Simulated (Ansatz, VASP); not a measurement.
# CoSi2: VASP beside Ansatz

One calculation is typed for both programs; each brings its own data sets and cutoff. How far apart do they land? The cell is taken from a series of VASP runs on this material, whose earlier steps may have relaxed, scaled or displaced it; both programs get it as it stands.

Program: Ansatz 0.2.0. Level of theory: plane waves, with VASP 6.6.1 beside it; relaxation of cell and atoms at BLYP. Results are calculated unless marked as measured.

### Step 1. Starting point

The structure is cubic, space group Fm-3m (No. 225). Conventional cell: a = 5.418 Å, b = 5.418 Å, c = 5.418 Å, α = 90.00°, β = 90.00°, γ = 90.00°. Nearest to Co lie 8 Si at 2.35 Å. Nearest to Si lie 4 Co at 2.35 Å. Farther neighbours are not listed.

### Step 2. VASP: relaxation of cell and atoms, BLYP

The relaxed volume is the usual yardstick between codes: its relative difference is about their pressure difference at one cell divided by the bulk modulus.

Lines of VASP's logs that name or quote its potential files are left out, and so is its time.

INCAR reads:

```
SYSTEM = CoSi2
PREC = Accurate
ENCUT = 450
EDIFF = 1E-06
NELM = 100
ISMEAR = 0
SIGMA = 0.05
LREAL = .FALSE.
ALGO = Normal
GGA = B5
ALDAX = 1
AGGAX = 1
AGGAC = 1
ALDAC = 0
NBANDS = 16
ISPIN = 2
MAGMOM = 0 0 0
LASPH = .TRUE.
LMAXMIX = 4
LORBIT = 11
LWAVE = .FALSE.
LCHARG = .FALSE.
KPAR = 8
IBRION = 2
NSW = 50
ISIF = 3
EDIFFG = -0.006
```

POSCAR reads:

```
CoSi2
1.0
    0.0000000000      2.7090611333      2.7090611333
    2.7090611333      0.0000000000      2.7090611333
    2.7090611333      2.7090611333      0.0000000000
Co Si
1 2
Direct
    0.0000000000      0.0000000000      0.0000000000
    0.7500000000      0.7500000000      0.7500000000
    0.2500000000      0.2500000000      0.2500000000
```

KPOINTS reads:

```
Automatic mesh
0
Gamma
12 12 12
0 0 0
```

The projector-augmented-wave data sets are Co and Si (PBE family, release 64).

The run is started by

```sh
$ mpirun -np 8 vasp_std
```

Numbers of over 12 decimals in the logs are rounded to 6 here.

The log of the run:

```text
[banner, memory and clock lines left out]
running    8 mpi-ranks, on    1 nodes
 distrk:  each k-point on    1 cores,    8 groups
 distr:  one band on    1 cores,    1 groups

 POSCAR found type information on POSCAR CoSi
 POSCAR found :  2 types and       3 ions
|                                                                             |
|           W    W    AA    RRRRR   N    N  II  N    N   GGGG   !!!           |
|           W    W   A  A   R    R  NN   N  II  NN   N  G    G  !!!           |
|           W    W  A    A  R    R  N N  N  II  N N  N  G       !!!           |
|           W WW W  AAAAAA  RRRRR   N  N N  II  N  N N  G  GGG   !            |
|           WW  WW  A    A  R   R   N   NN  II  N   NN  G    G                |
|           W    W  A    A  R    R  N    N  II  N    N   GGGG   !!!           |
|                                                                             |
|     For optimal performance we recommend to set                             |
|       NCORE = 2 up to number-of-cores-per-socket                            |
|     NCORE specifies how many cores store one orbital (NPAR=cpu/NCORE).      |
|     This setting can greatly improve the performance of VASP for DFT.       |
|     The default, NCORE=1 might be grossly inefficient on modern             |
|     multi-core architectures or massively parallel machines. Do your        |
|     Unfortunately you need to use the default for GW and RPA                |
|     calculations (for HF NCORE is supported but not extensively tested      |
|     yet).                                                                   |
|                                                                             |

|                                                                             |
|               ----> ADVICE to this user running VASP <----                  |
|                                                                             |
|     You enforced a specific xc type in the INCAR file but a different       |
|     [... a line on the potential file left out ...]
|     I HOPE YOU KNOW WHAT YOU ARE DOING!                                     |
|                                                                             |

 LDA part: xc-table for (Slater(with rela. corr.)+VWN5), standard interpolation
 POSCAR, INCAR and KPOINTS ok, starting setup
 FFT: planning ... GRIDC
 FFT: planning ... GRID_SOFT
 FFT: planning ... GRID
 WAVECAR not read
 entering main loop
       N       E                     dE             d eps       ncg     rms          rms(c)
DAV:   1     0.594246053227E+02    0.59425E+02   -0.61174E+03  4640   0.896E+02
DAV:   2    -0.142795141742E+02   -0.73704E+02   -0.65781E+02  5168   0.188E+02
DAV:   3    -0.172241994380E+02   -0.29447E+01   -0.28903E+01  6016   0.423E+01
DAV:   4    -0.172754797977E+02   -0.51280E-01   -0.51259E-01  5688   0.551E+00
DAV:   5    -0.172770534332E+02   -0.15736E-02   -0.15736E-02  6088   0.958E-01    0.126E+01
DAV:   6    -0.205848321193E+02   -0.33078E+01   -0.20251E+01  4880   0.931E+01    0.165E+01
DAV:   7    -0.162034146256E+02    0.43814E+01   -0.95078E+00  5792   0.735E+01    0.255E+00
DAV:   8    -0.162189433049E+02   -0.15529E-01   -0.63839E-01  5528   0.523E+00    0.179E+00
DAV:   9    -0.161945131972E+02    0.24430E-01   -0.79511E-02  5472   0.537E+00    0.420E-01
DAV:  10    -0.161947365622E+02   -0.22337E-03   -0.57011E-03  6336   0.113E+00    0.104E-01
DAV:  11    -0.161946491417E+02    0.87420E-04   -0.51651E-04  6560   0.409E-01    0.297E-02
DAV:  12    -0.161946646049E+02   -0.15463E-04   -0.47119E-05  5160   0.508E-02    0.151E-02
DAV:  13    -0.161946622914E+02    0.23135E-05   -0.31161E-06  6152   0.273E-02    0.818E-03
DAV:  14    -0.161946623043E+02   -0.12959E-07   -0.57464E-07  2872   0.960E-03
   1 F= -.16194662E+02 E0= -.16193912E+02  d E =-.161947E+02  mag=     0.0000
 curvature:   0.00 expect dE= 0.000E+00 dE for cont linesearch  0.000E+00
 trial: gam= 0.00000 g(F)=  0.741E-47 g(S)=  0.114E-01 ort = 0.000E+00 (trialstep = 0.100E+01)
 search vector abs. value=  0.114E-01
 bond charge predicted
       N       E                     dE             d eps       ncg     rms          rms(c)
DAV:   1    -0.163118127655E+02   -0.11715E+00   -0.10277E+00  4704   0.173E+01    0.319E+00
DAV:   2    -0.167560110400E+02   -0.44420E+00   -0.25436E+00  5584   0.329E+01    0.639E+00
DAV:   3    -0.161990731628E+02    0.55694E+00   -0.12280E+00  5168   0.226E+01    0.632E-01
DAV:   4    -0.161966569906E+02    0.24162E-02   -0.22666E-02  4712   0.125E+00    0.269E-01
DAV:   5    -0.161958513582E+02    0.80563E-03   -0.12015E-03  6960   0.570E-01    0.561E-02
DAV:   6    -0.161958306855E+02    0.20673E-04   -0.12192E-04  4912   0.825E-02    0.171E-02
DAV:   7    -0.161958310097E+02   -0.32423E-06   -0.50846E-06  5808   0.239E-02
   2 F= -.16195831E+02 E0= -.16195089E+02  d E =-.116871E-02  mag=     0.0000
 trial-energy change:   -0.001169  1 .order   -0.001131   -0.011429    0.009167
 step:   0.5576(harm=  0.5549)  dis= 0.00000  next Energy=   -16.197855 (dE=-0.319E-02)
 bond charge predicted
       N       E                     dE             d eps       ncg     rms          rms(c)
DAV:   1    -0.162205428089E+02   -0.24712E-01   -0.19965E-01  4720   0.758E+00    0.143E+00
DAV:   2    -0.163042385637E+02   -0.83696E-01   -0.47511E-01  5336   0.142E+01    0.270E+00
DAV:   3    -0.161983157176E+02    0.10592E+00   -0.25501E-01  5376   0.107E+01    0.232E-01
DAV:   4    -0.161979237838E+02    0.39193E-03   -0.53671E-03  4832   0.457E-01    0.966E-02
DAV:   5    -0.161978274796E+02    0.96304E-04   -0.25935E-04  6344   0.286E-01    0.191E-02
DAV:   6    -0.161978288242E+02   -0.13446E-05   -0.27659E-05  5136   0.412E-02    0.715E-03
DAV:   7    -0.161978285243E+02    0.29990E-06   -0.10675E-06  3312   0.181E-02
   3 F= -.16197829E+02 E0= -.16197083E+02  d E =-.316622E-02  mag=     0.0000
 curvature:  -0.28 expect dE=-0.216E-06 dE for cont linesearch -0.216E-06
 trial: gam=-0.00819 g(F)=  0.377E-46 g(S)=  0.779E-06 ort = 0.943E-04 (trialstep = 0.912E+00)
 search vector abs. value=  0.153E-09
 reached required accuracy - stopping structural energy minimisation
```

OUTCAR, selected parts (step 2):

```text
ion  position               nearest neighbor table
   1  0.000  0.000  0.000-   2 2.35   2 2.35   2 2.35   3 2.35   3 2.35   3 2.35   3 2.35   2 2.35

  LATTYP: Found a face centered cubic cell.
 ALAT       =     5.4181222666

 Subroutine GETGRP returns: Found 48 space group operations
 (whereof 48 operations were pure point group operations)

The static configuration has the point symmetry O_h .

 Found     72 irreducible k-points:

   k-points           NKPTS =     72   k-points in BZ     NKDIM =     72   number of bands    NBANDS=     16

   dimension x,y,z NGX =    28 NGY =   28 NGZ =   28
   dimension x,y,z NGXF=    56 NGYF=   56 NGZF=   56

   ENCUT  =  450.0 eV  33.07 Ry    5.75 a.u.   6.63  6.63  6.63*2*pi/ulx,y,z

   NELECT =      17.0000    total number of electrons

 k-points in reciprocal lattice and weights: Automatic mesh
   0.00000000  0.00000000  0.00000000       0.001
   0.08333333  0.00000000  0.00000000       0.005
   0.16666667  0.00000000  0.00000000       0.005
   0.25000000  0.00000000  0.00000000       0.005
   0.33333333  0.00000000  0.00000000       0.005
   0.41666667  0.00000000  0.00000000       0.005
   0.50000000  0.00000000  0.00000000       0.002
   0.08333333  0.08333333  0.00000000       0.003
   0.16666667  0.08333333  0.00000000       0.014
[...]
-0.33333333  0.50000000  0.16666667       0.007
  -0.25000000  0.50000000  0.25000000       0.003

 average (electrostatic) potential at core
       1 -78.3659       2 -79.9772       3 -79.9772

 E-fermi :   9.9613

 spin component 1
 k-point     1 :       0.0000    0.0000    0.0000
  band No.  band energies     occupation
    ...
      2       6.0883      1.00000
      3       6.0883      1.00000
      4       6.0883      1.00000
      5       8.2002      1.00000
      6       8.2002      1.00000
      7      10.0242      0.03766
      8      13.1882      0.00000
      9      13.1882      0.00000
     10      13.1882      0.00000
     11      13.5140      0.00000
    ...

 k-point     2 :       0.0833    0.0000    0.0000
  band No.  band energies     occupation
    ...
      2       5.7984      1.00000
      3       6.1252      1.00000
      4       6.1252      1.00000
      5       8.1719      1.00000
      6       8.1719      1.00000
      7      10.2057      0.00000
      8      11.9383      0.00000
      9      12.6011      0.00000
     10      12.6011      0.00000
     11      14.0525      0.00000
    ...

 k-point     3 :       0.1667    0.0000    0.0000
  band No.  band energies     occupation
    ...
      2       5.0663      1.00000
      3       6.2274      1.00000
      4       6.2274      1.00000
      5       8.1091      1.00000
      6       8.1091      1.00000
      7      10.0683      0.00124
      8      11.3203      0.00000
      9      11.8839      0.00000
     10      11.8839      0.00000
     11      14.0977      0.00000
    ...

 k-point     4 :       0.2500    0.0000    0.0000
  band No.  band energies     occupation
    ...
      3       6.3674      1.00000
      4       6.3674      1.00000
      5       8.0705      1.00000
      6       8.0705      1.00000
      7       9.1772      1.00000
      8      11.1501      0.00000
      9      11.1502      0.00000
     10      11.7816      0.00000
     11      13.7355      0.00000
     12      13.7355      0.00000
    ...

 k-point     5 :       0.3333    0.0000    0.0000
  band No.  band energies     occupation
    ...
      3       6.4984      1.00000
      4       6.4984      1.00000
      5       8.1288      1.00000
      6       8.1288      1.00000
      7       8.4555      1.00000
      8      10.4364      0.00000
      9      10.4364      0.00000
     10      12.2536      0.00000
     11      13.4642      0.00000
     12      13.4642      0.00000
    ...

 k-point     6 :       0.4167    0.0000    0.0000
  band No.  band energies     occupation
    ...
      5       8.0283      1.00000
      6       8.3093      1.00000
      7       8.3093      1.00000
      8       9.8296      0.99990
      9       9.8296      0.99990
     10      12.5038      0.00000
     11      13.3156      0.00000
     12      13.3157      0.00000
     13      13.8420      0.00000
     14      19.3081      0.00000
    ...

  Total        0.0040179      0.0040179      0.0040179     -0.0000000     -0.0000000      0.0000000
  in kB        0.1597895      0.1597895      0.1597895     -0.0000000     -0.0000000      0.0000000
  external PRESSURE =       0.1597895 kB  Pullay stress =       0.0000000 kB

  energy-cutoff  :      450.00
  volume of cell :       40.29
      direct lattice vectors                 reciprocal lattice vectors
    -0.000000000  2.720884892  2.720884892    -0.183763746  0.183763746  0.183763746
     2.720884892 -0.000000000  2.720884892     0.183763746 -0.183763746  0.183763746
     2.720884892  2.720884892  0.000000000     0.183763746  0.183763746 -0.183763746

 POSITION                                       TOTAL-FORCE (eV/Angst)
 -----------------------------------------------------------------------------------
      0.00000      0.00000      0.00000         0.000000      0.000000      0.000000
      4.08133      4.08133      4.08133        -0.000000      0.000000      0.000000
      1.36044      1.36044      1.36044        -0.000000     -0.000000     -0.000000
 -----------------------------------------------------------------------------------
    total drift:                               -0.000000     -0.000000      0.000000

  FREE ENERGIE OF THE ION-ELECTRON SYSTEM (eV)
  ---------------------------------------------------
  free  energy   TOTEN  =       -16.1978285243 eV

  energy  without entropy=      -16.1963379607  energy(sigma->0) =      -16.19708324

 reached required accuracy - stopping structural energy minimisation

 total charge
# of ion       s       p       d       tot
------------------------------------------
    1        0.511   0.656   7.583   8.750
    2        0.730   0.853   0.000   1.583
    3        0.730   0.853   0.000   1.583
--------------------------------------------------
tot          1.971   2.361   7.583  11.916

 magnetization (x)
# of ion       s       p       d       tot
------------------------------------------
    1        0.000   0.000   0.000   0.000
    2       -0.000  -0.000   0.000  -0.000
    3       -0.000  -0.000   0.000  -0.000
--------------------------------------------------
tot          0.000  -0.000   0.000   0.000

[... 1 further part left out ...]
```

CONTCAR:

```
CoSi2
   1.00000000000000
    -0.0000000000000000    2.7208848920330233    2.7208848920330233
     2.7208848920330233   -0.0000000000000000    2.7208848920330233
     2.7208848920330233    2.7208848920330233    0.0000000000000000
  Co              Si
     1     2
Direct
     0.0000000000000000    0.0000000000000000    0.0000000000000000
     0.7500000000000000    0.7500000000000000    0.7500000000000000
     0.2500000000000000    0.2500000000000000    0.2500000000000000
```

This run allows spin, but its moments start at zero, where symmetry between the spins tends to hold them, although Co can carry a moment. Its electron count is odd, so without a moment it is a metal by construction.

(Part 1 of 2 ends here.)

[Lines on the potential files, build, host, timing and source positions are cut from VASP's logs without a mark.]

[Logs are printed without paths, hosts, clocks, repeated set-up lines and the standing remarks that a program may print on its own settings, such as how far it seeks lower states.]

[Hosts, paths, dates, database ids (printed as entryN), source tags and the programs' standing remarks are cut or masked in the printed files.]
